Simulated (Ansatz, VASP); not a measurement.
## Two plane-wave programs on Si5Cl

```
CELL_PARAMETERS angstrom
5.25617 0.00000 0.00000
-2.62809 4.55198 0.00000
0.00000 0.00000 4.23548
ATOMIC_POSITIONS crystal
Si 0.33333 0.66667 0.00000
Si 0.66667 0.33333 0.00000
Si 0.50000 0.00000 0.50000
Si 0.50000 0.50000 0.50000
Si 0.00000 0.50000 0.50000
Cl 0.00000 0.00000 0.00000
```

Change from the starting cell: species swapped into the EuNi5 type (P6/mmm, No. 191).

Alike in both runs: functional PBE; k mesh 12 × 12 × 10; occupations gaussian, width 0.1 eV; no spin polarisation.

Ansatz relaxed the structure, and its values are those at the end. VASP's run is a single point on that final structure, the one shown.

|  | VASP | Ansatz |
| --- | --- | --- |
| version | VASP 6.6.1 | Ansatz 0.2.0 |
| potentials or method | VASP PAW PBE potentials, release 64 (Si, Cl) | scalar-relativistic, plane waves, PAW |
| plane-wave cutoff (eV) | 520 | 420 |
| valence electrons in the cell | 27 | 27 |

VASP gave:

| Quantity | Value |
| --- | --- |
| gap on the k mesh at the Fermi level (eV) | none |
| pressure (GPa) | -0.1 |

**Question.** Estimate Ansatz's values.

**Answer.** gap on the k mesh at the Fermi level (eV): none; pressure (GPa): 0.0.

A gap of «none» marks a metal or a gap that the smearing closes.

Caveats: an odd number of electrons without spin polarisation forces a metal; a magnetic or distorted state may lie lower.
